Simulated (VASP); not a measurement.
Crystal: RbMg6Zn.

```
Rb Zn Mg
1.0
     5.21754    0.00000    0.00000
     0.00000    3.52053    5.86837
     0.00000   -3.52053    5.86837
Rb Zn Mg
1 1 6
Direct
  0.50000 0.66990 0.66990
  0.00000 0.85935 0.85935
  0.50000 0.16295 0.16295
  0.50000 0.67647 0.15850
  0.50000 0.15850 0.67647
  0.00000 0.33438 0.33438
  0.00000 0.85053 0.28792
  0.00000 0.28792 0.85053
```

The cell comes from a database or a generator and needn't be the stable form of this composition.

```yaml
Program: VASP 6.6.1
Task: single point
Functional: PBE
Potentials_or_basis: VASP PAW PBE potentials, release 64 (Rb_sv, Zn, Mg)
Cutoff: 520 eV
k_mesh: 5 × 5 × 5
Occupations: fermi-dirac, width 0.05 eV
Spin: no spin polarisation
```

On this cell: pressure -0.1 GPa; largest force 0.079 eV/Å; band gap on the k mesh none (metal or under the smearing width).

The same run follows on a disturbed copy (atoms moved at random, drawn with an rms of 0.05 Å):

```
Rb Zn Mg
1.0
     5.21754    0.00000    0.00000
     0.00000    3.52053    5.86837
     0.00000   -3.52053    5.86837
Rb Zn Mg
1 1 6
Direct
  0.49790 0.67265 0.66849
  0.99917 0.86463 0.85813
  0.49496 0.16784 0.16623
  0.49882 0.66878 0.16212
  0.49235 0.16189 0.67874
  0.99389 0.33703 0.32192
  0.00478 0.84963 0.28128
  0.99732 0.29256 0.84992
```

What changes?

The energy (extrapolated to zero smearing) moves by +1.0 meV/atom; pressure 0.0 GPa; largest force 0.106 eV/Å; band gap on the k mesh none (metal or under the smearing width).

Forces in eV/Å, atoms in the order of the input:
```
Rb   0.043  0.042  0.035
Zn  -0.018  0.017  0.027
Mg   0.038  0.004 -0.075
Mg   0.019  0.056  0.009
Mg   0.032 -0.034 -0.056
Mg   0.021 -0.064  0.061
Mg  -0.095  0.026  0.039
Mg  -0.040 -0.047 -0.041
```

Stress tensor (GPa, compression positive):
```
 0.16 -0.06 -0.02
-0.06 -0.50 -0.01
-0.02 -0.01  0.32
```
